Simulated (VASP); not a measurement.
InAs (scan):

```xyz
2
Lattice="0.0000 3.0180 3.0180 3.0180 0.0000 3.0180 3.0180 3.0180 0.0000" Properties=species:S:1:pos:R:3 pbc="T T T"
In    0.0000    0.0000    0.0000
As    1.5090    1.5090    1.5090
```

```yaml
Program: VASP 6.6.1
Task: relaxation of cell and atoms
Functional: r2SCAN
Potentials_or_basis: VASP PAW PBE potentials, release 64 (In_d, As)
Cutoff: 600 eV
k_mesh: 10 × 10 × 10
Occupations: gaussian, width 0.01 eV
Spin: no spin polarisation
```

At the start: pressure 2.3 GPa; volume 27.49 Å³/atom.

Q: Where does the relaxation end?

A: Over 17 steps the energy falls by 6.9 meV/atom and the volume is 28.50 Å³/atom (+3.7 %); space group F-43m (No. 216, to 0.05 Å).

The path:
```csv
step,energy change (eV),largest force (eV/Å),pressure (GPa),volume (Å³)
1,0.0000,0.0000,2.28,54.98
2,-0.0100,0.0000,-1.83,58.15
3,-0.0139,0.0000,-0.03,57.03
4,-0.0139,0.0000,0.02,56.99
5,-0.0139,0.0000,0.01,56.99
6,-0.0139,0.0000,0.02,56.99
7,-0.0139,0.0000,0.01,56.99
8,-0.0139,0.0000,0.01,56.99
9,-0.0139,0.0000,0.01,56.99
10,-0.0139,0.0000,0.01,56.99
11,-0.0139,0.0000,0.01,56.99
12,-0.0139,0.0000,0.01,56.99
13,-0.0139,0.0000,0.01,56.99
14,-0.0139,0.0000,0.02,56.99
15,-0.0139,0.0000,0.02,56.99
16,-0.0139,0.0000,0.03,57.00
17,-0.0139,0.0000,-0.01,57.01
```

Final structure:
```xyz
2
Lattice="0.0000 3.0547 3.0547 3.0547 0.0000 3.0547 3.0547 3.0547 0.0000" Properties=species:S:1:pos:R:3 pbc="T T T"
In    3.0547    3.0547    0.0000
As    1.5273    1.5273    1.5273
```

Caveat: the PAW data sets were made with another functional, which shifts forces and pressure a little.
